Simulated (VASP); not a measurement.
Input:

```xyz
1
Lattice="-2.1381 2.1381 2.1381 2.1381 -2.1381 2.1381 2.1381 2.1381 -2.1381" Properties=species:S:1:pos:R:3 pbc="T T T"
Na     4.2762     0.0000     0.0000
```

Level of theory: RPBE GGA, VASP's PBE PAW potentials (set 64) (plane waves; VASP). Settings: 520 eV cut-off, Gaussian smearing of 0.050 eV, potentials Na_pv.

Predict the band gap (along the path) with the smallest direct gap where there is one.

```json
{
 "band gap (along the path)": "none (metal, semimetal or under 0.01 eV)"
}
```

Total energies compare only between runs with the same potentials, cut-off and functional.

The compound is Na in the bcc structure. It was relaxed first.
